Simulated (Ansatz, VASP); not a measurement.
# HfO2: VASP beside Ansatz, part 2 of 2

Aim: how closely do two programs agree when they are given the same cell, functional and k mesh? The cell is taken from a series of runs on this material, whose earlier steps may have relaxed, scaled, displaced or heated it; both programs get it as it stands.

VASP 6.6.1 and Ansatz 0.2.0.

So far: The structure; VASP: dielectric response, r2SCAN.

## 3. Ansatz: dielectric response, r2SCAN

Level of this step: Ansatz beside VASP: Kohn-Sham DFT, plane waves, r2SCAN (Ansatz).

Ansatz runs on its default PAW (the set named soft_2) files.

The same cell, functional and mesh now go to Ansatz, which takes its cutoff from its data sets.

input.yaml

```yaml
crystal:
  lattice:
    - [0.0, 2.5575, 2.5575]
    - [2.5575, 0.0, 2.5575]
    - [2.5575, 2.5575, 0.0]
  atoms:
    - { symbol: Hf, position: [0.0, 0.0, 0.0] }
    - { symbol: O, position: [0.75, 0.75, 0.75] }
    - { symbol: O, position: [0.25, 0.25, 0.25] }
kpoints:
  mp_grid: { grid: [8, 8, 8] }
scf:
  occupations: { method: fixed }
hamiltonian:
  xc: r2scan
  pseudopotentials: { kind: paw }
dielectric: {}
```

Started as:

```bash
ansatz run input.yaml --threads 4 --pin off --max-ram 8192MiB --backend cpu --events-out ev --progress --plain --runs-dir out
```

Numbers of over 12 decimals in the logs are rounded to 6 here.

Log:

```text
Engine: ansatz 0.2.0, aarch64-unknown-linux-gnu
Pseudopotentials: kind: paw
Pseudopotential: Hf, paw, valence charge 26, recommended cutoff 500 eV (meta_gga), Hf.paw.azcp
Pseudopotential: O, paw, valence charge 6, recommended cutoff 500 eV (meta_gga), O.paw.azcp
Functional definition: r2SCAN
  parameter k0 = 0.174
  parameter k1 = 0.065
  parameter a1 = 4.9479
  exchange = r2scan_x(k0 = k0, k1 = k1, a1 = a1)
  correlation = r2scan_c
Crystal: 3 atoms, lattice volume = 33.456 Å³
Basis set: ecut = 500 eV, 869 PW (Γ), exchange–correlation on 108×108×108 points (64 copies of the dense FFT grid, shifted against one another)
Bands: 23, of which v1, the nominal top of the filled ones, is band 19 counted from 1 (18 counted from 0)
Symmetry: 48 space group operations
k-points: 59 of 512 (irreducible under 8 space group operations, time reversal used)
Non-local potential: Hf, projectors of the file, l = 0: 3, l = 1: 2, l = 2: 2, l = 3: 3
Non-local potential: O, projectors of the file, l = 0: 2, l = 1: 2, l = 2: 1
PAW form: soft (Blöchl's): semilocal exchange-correlation on the pseudo side does not see the compensation charge
PAW frozen core: Hf, regenerated for the run's functional (the file was generated under x = pbe(κ = 0.804, μ = 0.219515), c = pbe(β = 0.066725))
PAW frozen core: O, regenerated for the run's functional (the file was generated under x = pbe(κ = 0.804, μ = 0.219515), c = pbe(β = 0.066725))
PAW one-centre angular grid: Hf, 974 points (default); XC on 160 Gauss nodes
PAW one-centre angular grid: O, 302 points (default); XC on 160 Gauss nodes
Initial density: superposition of atomic densities (neutral atoms: chi_scale 0, normalization atom), corrected by the library's trained network
Initial wavefunctions: pseudopotential atomic-orbital guess
Functional: x = r2scan, c = r2scan; τ floored in thin density (d = 2e-4 eV/Å³)
SCF iter   1: F=—  HF=-16876.104437 eV  |F-HF|=—  |Δ(HF+E_count)|=         —  Δρ=1.18e-2  dr2=4.37e-2  dr2_τ=2.19e-1  ethr=1.77e-3  ⟨swp⟩=4.0  Hψ=4476  notcnv=0  defer=102
preconditioner: auto → none  [insulator: Δε(μ)=4.386 eV  Ē_g=19.175 eV  n_scr=14 (ndim 8)  ℏωp=38.5 eV  f_vac=0.068  ε∞_Penn≈5.0]
SCF iter   2: F=—  HF=-16876.160514 eV  |F-HF|=—  |Δ(HF+E_count)|=   5.61e-2  Δρ=6.44e-3  dr2=4.48e-3  dr2_τ=2.82e-3  ethr=1.15e-4  ⟨swp⟩=2.0  Hψ=3068  notcnv=0  defer=118
SCF iter   3: F=—  HF=-16876.160627 eV  |F-HF|=—  |Δ(HF+E_count)|=   1.14e-4  Δρ=2.44e-3  dr2=1.04e-3  dr2_τ=1.42e-4  ethr=1.18e-5  ⟨swp⟩=2.0  Hψ=2358  notcnv=0  defer=118
SCF iter   4: F=—  HF=-16876.161054 eV  |F-HF|=—  |Δ(HF+E_count)|=   4.26e-4  Δρ=1.52e-3  dr2=4.85e-4  dr2_τ=9.67e-5  ethr=2.72e-6  ⟨swp⟩=2.0  Hψ=2537  notcnv=0  defer=118
SCF iter   5: F=—  HF=-16876.160884 eV  |F-HF|=—  |Δ(HF+E_count)|=   1.70e-4  Δρ=2.83e-4  dr2=2.26e-5  dr2_τ=1.83e-6  ethr=1.28e-6  ⟨swp⟩=2.0  Hψ=2215  notcnv=0  defer=103
SCF iter   6: F=—  HF=-16876.160884 eV  |F-HF|=—  |Δ(HF+E_count)|=   6.48e-7  Δρ=8.02e-5  dr2=1.97e-6  dr2_τ=2.29e-7  ethr=5.96e-8  ⟨swp⟩=2.0  Hψ=2408  notcnv=0
SCF iter   7: F=—  HF=-16876.160884 eV  |F-HF|=—  |Δ(HF+E_count)|=   8.34e-8  Δρ=2.11e-5  dr2=1.10e-7  dr2_τ=6.67e-9  ethr=5.19e-9  ⟨swp⟩=2.0  Hψ=1738  notcnv=0
SCF iter   8: F=—  HF=-16876.160884 eV  |F-HF|=—  |Δ(HF+E_count)|=   1.92e-9  Δρ=1.99e-6  dr2=9.99e-10  dr2_τ=1.11e-10  ethr=2.91e-10  ⟨swp⟩=2.0  Hψ=2229  notcnv=0
SCF iter   9: F=-16876.160884 eV  HF=-16876.160884 eV  |F-HF|=3.64e-12  |Δ(HF+E_count)|=  3.35e-10  Δρ=2.59e-7  dr2=1.16e-11  dr2_τ=4.48e-12  ethr=1.00e-12  ⟨swp⟩=4.3  Hψ=4818  notcnv=0
SCF 1 converged in 9 iterations: F = -16876.160884 eV  dr2 = 1.16e-11
  greatest PAW one-centre occupation: 0.999 electrons in one spin orbital (limit 2), on the Hf atom at site 0 (counted from 0), in its partial waves of l = 3
DFPT response loops at Γ: preconditioner auto → none (the input reference at scf.mixing.eps_inf says where Resta's filter doesn't serve); β = 0.50; Broyden in place of MSR1
SCF converged after 9 iterations
Free energy (F): -16876.160884 eV
Harris-Foulkes:  -16876.160884 eV  (|F-HF|=3.64e-12)
Internal energy: -16876.160884 eV  (E = F + TS)
E sigma→0 (E₀):  -16876.160884 eV
Fermi energy:    15.162196 eV
--- Per-component energies (eV) ---
  E_band       = 3.192770
  E_kinetic    = 771.752007
  E_local      = -5813.699584  (includes V_loc(G=0)·N_el)
  E_nonlocal   = -1153.060645
  E_hartree    = 2661.242526
  E_xc         = -430.250828
  E_vxc        = -504.177006  (∫ρ·V_xc dr)
  E_paw        = -7270.296902  (= ΣΔE_a)
  E_vpaw       = 1352.343233  (= ΣTr[D̂ρ^β])
  E_aug_tail   = 0.002061  (compensation charges beyond the density's cutoff)
  E_vtau       = 27.547913  (kinetic-family band-sum trace: ∫τ·v_τ [+ j·A + Jᵃ·Aᵃ] dr)
  E_ewald      = -5642.107159
  E_core_change = 0.257640  (= ΣΔE_core)
  E_smearing   = -0.000000  (= −TS)
  E_closure    = 0.000000  (closes the sum)
  Σ components = -16876.160884   (vs F -16876.160884, Δ=0.00e0)
--- Band table (eV; the first three rows and the last of 59) ---
  k-point 0: bands = [... 15 lower, 9.8484, 14.5315, 14.5315, 14.5315, 19.4991, 19.4991, 21.3679, 25.8528]
  k-point 1: bands = [... 15 lower, 10.2585, 14.0815, 14.2655, 14.2655, 19.7582, 19.7582, 21.9690, 25.1792]
  k-point 2: bands = [... 15 lower, 11.2092, 13.1795, 13.7577, 13.7577, 20.1523, 20.1523, 22.5459, 24.7517]
  k-point 58: bands = [... 15 lower, 12.5694, 12.5694, 13.7567, 14.9503, 20.3309, 20.7065, 22.5540, 22.5540]
--- Dielectric response (ions clamped): 1 representative field direction + reference, on 59 of 512 k-points (Σ response iterations 7) ---
  k mesh reduced under 8 symmetry operations, with k and −k counted as one. Each operation leaves every solved perturbation unchanged. A smaller set is not considered because the run solves the response to a homogeneous field
  ε∞ (high-frequency dielectric tensor):
        4.928339    -0.000000     0.000000
        0.000000     4.928339     0.000000
        0.000000     0.000000     4.928339
  Born effective charges Z* (e; rows j = field, columns β = displacement):
    site 0:
         5.49203   -0.00000    0.00000
         0.00000    5.49203    0.00000
         0.00000   -0.00000    5.49203
    site 1:
        -2.74601    0.00000   -0.00000
        -0.00000   -2.74601   -0.00000
         0.00000    0.00000   -2.74601
    site 2:
        -2.74601    0.00000   -0.00000
        -0.00000   -2.74601   -0.00000
         0.00000    0.00000   -2.74601
  Z* charge neutrality: 8.576e-5 e pre-enforcement
  k-mesh period / interband length: 28.9 Å / 1.29 Å = 22.39 at k = (0.0000, 0.0000, 0.0000), direct gap 4.968 eV — 14 or more, which is no proof of convergence
```

The column dr2 measures how far the density is from self-consistency, as an energy; F and HF (Harris–Foulkes) agree once it is small.

## 4. Comparison

Known differences besides the potentials themselves: VASP keeps PBE cores, Ansatz makes them for the functional; fixed occupations in Ansatz, narrow Gaussian smearing in VASP; the data sets hold 38 valence electrons in Ansatz (on its default PAW (the set named soft_2) files) and 22 in VASP; the cutoff is 500 eV in Ansatz and 580 eV in VASP; VASP takes ε∞ from a finite field, Ansatz from linear response. Total energies have different zeros and are not compared.

The two programs side by side:

| quantity | Ansatz | VASP | difference |
| --- | --- | --- | --- |
| ε∞ xx | 4.93 | 4.89 | +0.72 % |
| ε∞ yy | 4.93 | 4.89 | +0.72 % |
| ε∞ zz | 4.93 | 4.89 | +0.72 % |

## 5. Outcome

```
difference in ε∞ xx (dielectric response, r2SCAN) : 0.72 %
```

The difference in ε∞ xx is 0.72 % (dielectric response, r2SCAN), within the 5 % picked in this series as the mark of a large difference. The data sets hold unlike numbers of valence electrons (38 in Ansatz and 22 in VASP), so part of the differences comes from the potentials. How closely two codes agree says nothing of how well the functional describes the real material.

[Lines on the potential files, build, host, timing and source positions are cut from VASP's logs without a mark.]

[Logs are printed without paths, hosts, clocks, repeated set-up lines and the standing remarks that a program may print on its own settings, such as how far it seeks lower states.]

[Hosts, paths, dates, database ids (printed as entryN), source tags and the programs' standing remarks are cut or masked in the printed files.]
